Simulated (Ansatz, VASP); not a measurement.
**Cross-check of PtC between VASP and Ansatz**

Aim: how closely do two programs agree when they are given the same cell, functional and k mesh? The cell is generated by rule, not measured, and may not be a known phase. The cell is taken from a series of runs on this material, whose earlier steps may have relaxed, scaled, displaced or heated it; both programs get it as it stands.

Program: Ansatz 0.2.0. Level of theory: plane waves, with VASP 6.6.1 beside it; PBEsol. Results are calculated unless marked as measured.

The structure was built from a prototype and need not be the compound's stable phase.

## Step 1: The starting structure

It takes space group P4/nmm (No. 129, tetragonal). Conventional cell: a = 3.919 Å, b = 3.919 Å, c = 2.771 Å, α = 90.00°, β = 90.00°, γ = 90.00°. Nearest to Pt lie 8 C at 2.35 to 2.45 Å. C has 8 Pt at 2.35 to 2.45 Å nearest. Farther neighbours are not listed.

## Step 2: VASP: single point, PBEsol, pair 1

A single point takes one fixed geometry, so differences don't come from the geometry; what else differs is listed under the comparison.

Lines of VASP's logs that name or quote its potential files are left out, and so is its time.

INCAR

```
SYSTEM = PtC
PREC = Accurate
ENCUT = 600
EDIFF = 1E-06
NELM = 120
ISMEAR = 1
SIGMA = 0.15
LREAL = .FALSE.
ALGO = Normal
GGA = PS
NBANDS = 20
LASPH = .TRUE.
LORBIT = 11
LWAVE = .FALSE.
LCHARG = .FALSE.
ISIF = 2
GGA_COMPAT = .FALSE.
KPAR = 2
```

POSCAR

```
PtC
1.0
   -2.7712460625      0.0000000000      0.0000000000
    0.0000000000     -2.7712460625     -2.7712460625
    0.0000000000     -2.7712460625      2.7712460625
Pt C
2 2
Direct
    0.0000000000      0.0000000000      0.0000000000
    0.0000000000      0.5000000000      0.5000000000
    0.4711321196      0.0000000000      0.5000000000
    0.5288678804      0.5000000000      0.0000000000
```

KPOINTS

```
Automatic mesh
0
Gamma
14 10 10
0 0 0
```

The projector-augmented-wave data sets are Pt and C (PBE family, release 64).

Launch:

```console
$ mpirun -np 2 vasp_std
```

Numbers of over 12 decimals in the logs are rounded to 6 here.

Output:

```text
[banner, memory and clock lines left out]
running    2 mpi-ranks, on    1 nodes
 distrk:  each k-point on    1 cores,    2 groups
 distr:  one band on    1 cores,    1 groups

 POSCAR found type information on POSCAR PtC
 POSCAR found :  2 types and       4 ions
|                                                                             |
|               ----> ADVICE to this user running VASP <----                  |
|                                                                             |
|     You enforced a specific xc type in the INCAR file but a different       |
|     [... a line on the potential file left out ...]
|     I HOPE YOU KNOW WHAT YOU ARE DOING!                                     |
|                                                                             |

 LDA part: xc-table for (Slater+PW92), standard interpolation
 POSCAR, INCAR and KPOINTS ok, starting setup
 FFT: planning ... GRIDC
 FFT: planning ... GRID_SOFT
 FFT: planning ... GRID
 WAVECAR not read
 entering main loop
       N       E                     dE             d eps       ncg     rms          rms(c)
DAV:   1     0.157112710060E+03    0.15711E+03   -0.15727E+04  6720   0.151E+03
DAV:   2    -0.210604363348E+02   -0.17817E+03   -0.17038E+03  7524   0.301E+02
DAV:   3    -0.286152353559E+02   -0.75548E+01   -0.72700E+01  7644   0.571E+01
DAV:   4    -0.287172188724E+02   -0.10198E+00   -0.10147E+00  7164   0.714E+00
DAV:   5    -0.287181219043E+02   -0.90303E-03   -0.90290E-03  7512   0.651E-01    0.274E+01
DAV:   6    -0.270950052498E+02    0.16231E+01   -0.26959E+01  7696   0.378E+01    0.213E+01
DAV:   7    -0.256026575967E+02    0.14923E+01   -0.46849E+00  7496   0.172E+01    0.106E+01
DAV:   8    -0.255917647175E+02    0.10893E-01   -0.52258E-01  7020   0.427E+00    0.212E+00
DAV:   9    -0.255591781848E+02    0.32587E-01   -0.69544E-02  7160   0.199E+00    0.667E-01
DAV:  10    -0.255582141181E+02    0.96407E-03   -0.94053E-03  7216   0.628E-01    0.130E-01
DAV:  11    -0.255579236722E+02    0.29045E-03   -0.14415E-03  7852   0.272E-01    0.311E-02
DAV:  12    -0.255579150438E+02    0.86284E-05   -0.12707E-04  7416   0.853E-02    0.184E-02
DAV:  13    -0.255579138683E+02    0.11756E-05   -0.58289E-06  7052   0.160E-02    0.922E-03
DAV:  14    -0.255579136258E+02    0.24243E-06   -0.98240E-08  3540   0.257E-03
   1 F= -.25557914E+02 E0= -.25559424E+02  d E =0.453093E-02
```

OUTCAR, selected parts (step 2):

```text
ion  position               nearest neighbor table
   1  0.000  0.000  0.000-   3 2.35   4 2.35   3 2.35   4 2.35   4 2.45   4 2.45   3 2.45   3 2.45
                             2 2.77   2 2.77   2 2.77   2 2.77
   2  0.000  0.500  0.500-   3 2.35   4 2.35   4 2.35   3 2.35   4 2.45   4 2.45   3 2.45   3 2.45
                             1 2.77   1 2.77   1 2.77   1 2.77
   3  0.471  0.000  0.500-   1 2.35   2 2.35   1 2.35   2 2.35   1 2.45   2 2.45   1 2.45   2 2.45

  LATTYP: Found a simple tetragonal cell.
 ALAT       =     3.9191337663
 C/A-ratio  =     0.7071067812

 Subroutine GETGRP returns: Found 16 space group operations
 (whereof  8 operations were pure point group operations)

The static configuration has the point symmetry D_2d.
 The point group associated with its full space group is D_4h.

 Found    168 irreducible k-points:

   k-points           NKPTS =    168   k-points in BZ     NKDIM =    168   number of bands    NBANDS=     20

   dimension x,y,z NGX =    24 NGY =   32 NGZ =   32
   dimension x,y,z NGXF=    48 NGYF=   64 NGZF=   64

   ENCUT  =  600.0 eV  44.10 Ry    6.64 a.u.   5.53  7.83  7.83*2*pi/ulx,y,z

   NELECT =      28.0000    total number of electrons

 k-points in reciprocal lattice and weights: Automatic mesh
   0.00000000  0.00000000  0.00000000       0.001
   0.07142857  0.00000000  0.00000000       0.001
   0.14285714  0.00000000  0.00000000       0.001
   0.21428571  0.00000000  0.00000000       0.001
   0.28571429  0.00000000  0.00000000       0.001
   0.35714286  0.00000000  0.00000000       0.001
   0.42857143  0.00000000  0.00000000       0.001
   0.50000000  0.00000000  0.00000000       0.001
   0.00000000  0.10000000  0.00000000       0.003
[...]
0.42857143  0.50000000  0.50000000       0.001
   0.50000000  0.50000000  0.50000000       0.001

 average (electrostatic) potential at core
       1 -63.5643       2 -63.5643       3 -45.4534       4 -45.4534

 E-fermi :  11.1001

 k-point     1 :       0.0000    0.0000    0.0000
  band No.  band energies     occupation
    ...
     13      10.6513      2.00019
     14      10.8104      2.01982
     15      10.9377      2.06347
     16      10.9377      2.06347
     17      11.0944      1.06510
     18      12.3561     -0.00000
     19      15.4934      0.00000
     20      15.8426      0.00000

 k-point     2 :       0.0714    0.0000    0.0000
  band No.  band energies     occupation
    ...
     11       8.9387      2.00000
     12       9.2338      2.00000
     13      10.0942      2.00000
     14      10.6460      2.00016
     15      10.8161      2.02221
     16      11.3381     -0.04737
     17      11.3381     -0.04737
     18      12.8695     -0.00000
     19      15.8215      0.00000
     20      15.8621      0.00000

 k-point     3 :       0.1429    0.0000    0.0000
  band No.  band energies     occupation
    ...
     11       9.2652      2.00000
     12       9.3716      2.00000
     13       9.3716      2.00000
     14       9.9413      2.00000
     15      10.8321      2.02989
     16      12.1116     -0.00000
     17      12.1116     -0.00000
     18      13.6047     -0.00000
     19      15.9184      0.00000
     20      16.5307      0.00000

  Total        0.1778550      0.0479815      0.0479815      0.0000000      0.0000000     -0.0000000
  in kB        6.6945512      1.8060482      1.8060482      0.0000000      0.0000000     -0.0000000
  external PRESSURE =       3.4355492 kB  Pullay stress =       0.0000000 kB

  energy-cutoff  :      600.00
  volume of cell :       42.57
      direct lattice vectors                 reciprocal lattice vectors
    -2.771246062  0.000000000  0.000000000    -0.360848505  0.000000000  0.000000000
     0.000000000 -2.771246062 -2.771246062     0.000000000 -0.180424253 -0.180424253
     0.000000000 -2.771246062  2.771246062     0.000000000 -0.180424253  0.180424253

 POSITION                                       TOTAL-FORCE (eV/Angst)
 -----------------------------------------------------------------------------------
      0.00000      0.00000      0.00000        -0.000000     -0.000000     -0.000000
      0.00000     -2.77125      0.00000        -0.000000     -0.000000     -0.000000
     -1.30562     -1.38562      1.38562         0.275141     -0.000000     -0.000000
     -1.46562     -1.38562     -1.38562        -0.275141      0.000000      0.000000
 -----------------------------------------------------------------------------------
    total drift:                               -0.000000     -0.000000      0.000000

  FREE ENERGIE OF THE ION-ELECTRON SYSTEM (eV)
  ---------------------------------------------------
  free  energy   TOTEN  =       -25.5579136258 eV

  energy  without entropy=      -25.5624445535  energy(sigma->0) =      -25.55942394

 total charge
# of ion       s       p       d       tot
------------------------------------------
    1        0.605   0.661   8.075   9.341
    2        0.605   0.661   8.075   9.341
    3        0.947   1.177   0.000   2.124
    4        0.947   1.177   0.000   2.124
--------------------------------------------------
tot          3.105   3.677  16.150  22.931

[... 3 further parts left out ...]
```

The run ends at a pressure of 0.34 GPa, with forces up to 0.28 eV/Å.

## Step 3: Ansatz: single point, PBEsol, pair 1

Ansatz runs on its default PAW (the set named soft_2) files.

The same cell, functional, mesh and smearing now go to Ansatz, which takes its cutoff from its data sets.

input.yaml

```yaml
crystal:
  lattice:
    - [-2.7712460625, 0.0, 0.0]
    - [0.0, -2.7712460625, -2.7712460625]
    - [0.0, -2.7712460625, 2.7712460625]
  atoms:
    - { symbol: Pt, position: [0.0, 1.0, 0.0] }
    - { symbol: Pt, position: [0.0, 0.5, 0.5] }
    - { symbol: C, position: [0.4711321196, 0.0, 0.5] }
    - { symbol: C, position: [0.5288678804, 0.5, 0.0] }
kpoints:
  mp_grid: { grid: [14, 10, 10] }
hamiltonian:
  xc: pbesol
scf:
  occupations: { method: methfessel_paxton, width: 0.15 }
output:
  forces: true
  stress: true
  eigenvalues: true
```

Launch:

```console
$ ansatz run input.yaml --threads 4 --pin off --max-ram 7168MiB --backend cpu --events-out ev --progress --plain --runs-dir out
```

Output:

```text
Engine: ansatz 0.2.0, aarch64-unknown-linux-gnu
Pseudopotentials: kind: paw
Pseudopotential: Pt, paw, valence charge 18, recommended cutoff 420 eV (normal), Pt.paw.azcp
Pseudopotential: C, paw, valence charge 4, recommended cutoff 420 eV (normal), C.paw.azcp
Functional definition: PBEsol
  exchange = pbesol_x
  correlation = pbesol_c
Crystal: 4 atoms, lattice volume = 42.565 Å³
Basis set: ecut = 420 eV, 825 PW (Γ), exchange–correlation on 40×54×54 points (8 copies of the dense FFT grid, shifted against one another)
Bands: 27, of which v1, the nominal top of the filled ones, is band 22 counted from 1 (21 counted from 0)
Symmetry: 16 space group operations
Space group: P4/nmm (ITA 129), of the structure as read, at distance tolerance 3.5e-5 Å
k-points: 168 of 1400
Non-local potential: Pt, projectors of the file, l = 0: 3, l = 1: 2, l = 2: 2, l = 3: 1
Non-local potential: C, projectors of the file, l = 0: 2, l = 1: 2, l = 2: 1
PAW form: soft (Blöchl's): semilocal exchange-correlation on the pseudo side does not see the compensation charge
PAW frozen core: Pt, regenerated for the run's functional, and the local potential with it (the file was generated under x = pbe(κ = 0.804, μ = 0.219515), c = pbe(β = 0.066725))
PAW frozen core: C, regenerated for the run's functional, and the local potential with it (the file was generated under x = pbe(κ = 0.804, μ = 0.219515), c = pbe(β = 0.066725))
PAW one-centre angular grid: Pt, 590 points (default); XC on 64 Gauss nodes
PAW one-centre angular grid: C, 110 points (default); XC on 64 Gauss nodes
Initial density: superposition of atomic densities (neutral atoms: chi_scale 0, normalization atom), corrected by the library's trained network
Initial wavefunctions: pseudopotential atomic-orbital guess
Functional: x = pbesol(κ = 0.804, μ = 0.123457), c = pbesol(β = 0.046)
SCF iter   1: F=—  HF=-25253.334189 eV  |F-HF|=—  |Δ(HF+E_count)|=         —  Δρ=9.34e-3  dr2=2.06e-2  ethr=1.77e-3  ⟨swp⟩=4.9  Hψ=16438  notcnv=0
preconditioner: auto → Kerker (q_TF=auto, 2.743 Å⁻¹)  [metal: Δε(μ)=0.002 eV  Ē_g=8.121 eV  σ=0.150 eV  W_gap=0.01  n_scr=10 (ndim 8)  ℏωp=30.1 eV  f_vac=0.000  D(μ)=2.48/eV (n_scr^D=30)]
SCF iter   2: F=—  HF=-25253.330936 eV  |F-HF|=—  |Δ(HF+E_count)|=   3.25e-3  S|Δr|=    0.00e0  Δρ=5.10e-3  dr2=6.38e-3  ethr=4.67e-5  ⟨swp⟩=2.3  Hψ=7810  notcnv=0
SCF iter   3: F=—  HF=-25253.329176 eV  |F-HF|=—  |Δ(HF+E_count)|=   1.76e-3  S|Δr|=    0.00e0  Δρ=5.72e-4  dr2=1.14e-4  ethr=1.45e-5  ⟨swp⟩=2.0  Hψ=6797  notcnv=0
SCF iter   4: F=—  HF=-25253.329169 eV  |F-HF|=—  |Δ(HF+E_count)|=   7.32e-6  S|Δr|=    0.00e0  Δρ=9.78e-5  dr2=1.67e-6  ethr=2.60e-7  ⟨swp⟩=2.0  Hψ=6443  notcnv=0
SCF iter   5: F=—  HF=-25253.329175 eV  |F-HF|=—  |Δ(HF+E_count)|=   6.21e-6  S|Δr|=    0.00e0  Δρ=1.40e-5  dr2=5.11e-8  ethr=2.27e-10  ⟨swp⟩=6.3  Hψ=18573  notcnv=0
SCF iter   6: F=-25253.329175 eV  HF=-25253.329175 eV  |F-HF|=6.84e-10  |Δ(HF+E_count)|=   4.72e-9  S|Δr|=    0.00e0  Δρ=2.92e-6  dr2=2.13e-9  ethr=1.16e-10  ⟨swp⟩=1.4  Hψ=14248  notcnv=0
SCF 1 converged in 6 iterations: F = -25253.329175 eV  dr2 = 2.13e-9
  greatest PAW one-centre occupation: 1.000 electrons in one spin orbital (limit 2), on the Pt atom at site 1 (counted from 0), in its partial waves of l = 0
SCF converged after 6 iterations
Stability not checked: this state was not tested for a lower state beside it, because cold or Methfessel-Paxton smearing, or corrected tetrahedra, fill the levels in a way that the test cannot read (fill_not_monotonic; see scf.lower_state_search)
Free energy (F): -25253.329175 eV
Harris-Foulkes:  -25253.329175 eV  (|F-HF|=6.84e-10)
Internal energy: -25253.333664 eV  (E = F + TS)
E sigma→0 (E₀):  -25253.330297 eV
Entropy (-TS):   0.004489 eV (1.122 meV/atom)
Fermi energy:    20.647070 eV
Step filling:    the computed levels leave a gap of 0.0000 eV = 0.0 smearing widths at the electron count; against every level under it full and every level over it empty, smearing changes F+E_penalty+E_count by +1.640 meV and its σ→0 estimate by +0.518 meV
--- Per-component energies (eV) ---
  E_band       = -277.812627
  E_kinetic    = 1437.808525
  E_local      = -3350.933576  (includes V_loc(G=0)·N_el)
  E_nonlocal   = 462.177032
  E_hartree    = 1242.334272
  E_xc         = -613.491955
  E_vxc        = -720.119015  (∫ρ·V_xc dr)
  E_paw        = -18820.458609  (= ΣΔE_a)
  E_vpaw       = -591.412297  (= ΣTr[D̂ρ^β])
  E_aug_tail   = 0.000328  (compensation charges beyond the density's cutoff)
  E_ewald      = -5611.385846
  E_core_change = 0.616163  (= ΣΔE_core)
  E_smearing   = 0.004489  (= −TS)
  E_closure    = 0.000000  (closes the sum)
  Σ components = -25253.329175   (vs F -25253.329175, Δ=0.00e0)
--- Forces (eV/Å), atoms counted from 1 ---
  atom   1  Pt     0.00000000     0.00000000     0.00000000
  atom   2  Pt     0.00000000     0.00000000    -0.00000000
  atom   3  C      0.28029965     0.00000000     0.00000000
  atom   4  C     -0.28029965    -0.00000000    -0.00000000
  max |Σ_I F_I| component: 6.51e-18 eV/Å
--- Stress (GPa, compression-positive) ---
        0.714429       0.000000      -0.000000
        0.000000       0.219794       0.000000
        0.000000       0.000000       0.219794
  P = ⅓ Tr σ = 0.3847 GPa (3.847 kbar)
--- Band table (eV; the first three rows and the last of 168) ---
  k-point 0: bands = [... 18 lower, 18.7948, 18.7948, 20.1930, 20.3607, 20.4783, 20.4783, 20.6376, 21.8952, ... 1 higher]
  k-point 1: bands = [... 18 lower, 18.4694, 18.7515, 20.3329, 20.4270, 20.4623, 20.5674, 20.9661, 22.0628, ... 1 higher]
  k-point 2: bands = [... 18 lower, 17.9175, 18.6269, 20.2686, 20.4169, 20.6939, 20.7705, 21.7024, 22.4760, ... 1 higher]
  k-point 167: bands = [... 18 lower, 17.3027, 17.3027, 20.3500, 20.3500, 20.3620, 20.3620, 21.8181, 21.8181, ... 1 higher]
```

The run ends at a pressure of 0.38 GPa, with forces up to 0.28 eV/Å.

## Step 4: Comparison

Known differences besides the potentials themselves: the data sets hold 44 valence electrons in Ansatz (on its default PAW (the set named soft_2) files) and 28 in VASP; the cutoff is 420 eV in Ansatz and 600 eV in VASP; Ansatz makes its cores anew for this functional, VASP keeps those of its PBE data sets. Total energies have different zeros and are not compared.

Both answers:

| quantity | Ansatz | VASP | difference |
| --- | --- | --- | --- |
| pressure (GPa) | 0.38 | 0.34 | +0.04 |

Forces (eV/Å; atoms numbered as in POSCAR):

```
atom        Ansatz x, y, z          VASP x, y, z
 Pt1   0.000, 0.000, 0.000   0.000, 0.000, 0.000
 Pt2   0.000, 0.000, 0.000   0.000, 0.000, 0.000
  C3   0.280, 0.000, 0.000   0.275, 0.000, 0.000
  C4  -0.280, 0.000, 0.000  -0.275, 0.000, 0.000
```

The forces differ by 2.1 meV/Å r.m.s., which is 1.9 % of the r.m.s. force of 0.112 eV/Å (both taken over all components).

## Step 5: Ansatz: single point, PBEsol, pair 2

With cell and atoms fixed, the geometry can't cause a difference; cores, projectors, grids and the points listed under the comparison can.

The cell is taken from a series of runs on this material, whose earlier steps may have relaxed, scaled, displaced or heated it; both programs get it as it stands.

input.yaml, the sections that differ from step 3:

```yaml
crystal:
  lattice:
    - [-2.7712460625, 0.0, 0.0]
    - [0.0, -2.7712460625, -2.7712460625]
    - [0.0, -2.7712460625, 2.7712460625]
  atoms:
    - { symbol: Pt, position: [0.0, 1.0, 0.0] }
    - { symbol: Pt, position: [0.0, 0.5, 0.5] }
    - { symbol: C, position: [0.4494812092, 0.0, 0.5] }
    - { symbol: C, position: [0.5505187908, 0.5, 0.0] }
# kpoints, hamiltonian, scf, output: as in step 3
```

Output:

```text
[...]
Crystal: 4 atoms, lattice volume = 42.565 Å³
Basis set: ecut = 420 eV, 825 PW (Γ), exchange–correlation on 40×54×54 points (8 copies of the dense FFT grid, shifted against one another)
Bands: 27, of which v1, the nominal top of the filled ones, is band 22 counted from 1 (21 counted from 0)
Symmetry: 16 space group operations
[...]
k-points: 168 of 1400
[...]
k-point 0: bands = [... 18 lower, 18.8170, 18.8170, 20.0980, 20.3456, 20.5927, 20.5927, 20.8806, 21.9758, ... 1 higher]
  k-point 1: bands = [... 18 lower, 18.5011, 18.7695, 20.3258, 20.3512, 20.5768, 20.6369, 21.1703, 22.1513, ... 1 higher]
  k-point 2: bands = [... 18 lower, 17.9632, 18.6327, 20.2831, 20.5314, 20.7088, 20.7181, 21.8384, 22.5585, ... 1 higher]
  k-point 167: bands = [... 18 lower, 17.3791, 17.3791, 20.3556, 20.3556, 20.3736, 20.3736, 21.7501, 21.7501, ... 1 higher]
[key lines of the parts left out:]
SCF converged after 5 iterations
Free energy (F): -25253.375178 eV
Fermi energy:    20.666728 eV
P = ⅓ Tr σ = 1.6239 GPa (16.239 kbar)
```

The run ends at a pressure of 1.62 GPa, with forces up to 0.48 eV/Å.

(Part 1 of 2 ends here.)

[Lines on the potential files, build, host, timing and source positions are cut from VASP's logs without a mark.]

[Logs are printed without paths, hosts, clocks, repeated set-up lines and the standing remarks that a program may print on its own settings, such as how far it seeks lower states.]

[Hosts, paths, dates, database ids (printed as entryN), source tags and the programs' standing remarks are cut or masked in the printed files.]
